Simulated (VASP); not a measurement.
An input for Ansatz (written as the equivalent of a VASP run, and not itself run):

Ansatz 0.2 input:
```yaml
crystal:
  lattice:
    - [0.0000000, 1.7815983, 1.7815983]
    - [1.7815983, 0.0000000, 1.7815983]
    - [1.7815983, 1.7815983, 0.0000000]
  atoms:
    - { symbol: Cu, position: [0.0000000, 0.0000000, 0.0000000] }
kpoints:
  mp_grid: { grid: [16, 16, 16] }
hamiltonian:
  xc: pbesol
  pseudopotentials: { kind: paw }
scf:
  occupations: { method: methfessel_paxton, width: 0.1 }
  max_iter: 100
relax:
  max_steps: 60
  f_tol: 0.01
  cell: {}
output: { forces: true, stress: true, eigenvalues: true }
```

**Question.** Write the VASP files for the same calculation (PBEsol).

**Answer.** Several could match; the one computed here: 
File POSCAR:
```
Cu
1.0
  0.0000000000   1.7815983227   1.7815983227
  1.7815983227   0.0000000000   1.7815983227
  1.7815983227   1.7815983227   0.0000000000
Cu
1
Direct
  0.0000000000   0.0000000000   0.0000000000
```

KPOINTS:
```
Automatic mesh
0
Gamma
16 16 16
0 0 0
```

INCAR:
```
IBRION=2   ! conjugate gradients
ISIF=3   ! ions, shape and volume
GGA=PS   ! PBEsol
LREAL=.FALSE.
LCHARG=.FALSE.
EDIFFG=-0.01
LWAVE=.FALSE.
ISMEAR=1
LASPH=.TRUE.   ! aspherical one-centre terms
EDIFF=1E-6
NELM=100   ! most electronic steps
LMAXMIX=4   ! l cut-off of mixed one-centre charges
ALGO=Normal
NSW=60
PREC=Accurate
SIGMA=0.1   ! width (eV)
SYSTEM=Cu
ENCUT=400   ! plane-wave cut-off (eV)
```

POTCAR, in this order: Cu (PBE.64 set). Program: vasp_std.

The two are equivalent in intent, not identical: each code has its own PAW files, so the cut-off isn't converted (ENCUT is set for VASP's; basis.ecutwfc is left out, and Ansatz then takes the one that its files recommend); Ansatz stops its SCF on the density residual and VASP on the energy change (EDIFF).

The compound is Cu in the fcc structure. It was relaxed first. The start is the result of an earlier pass.
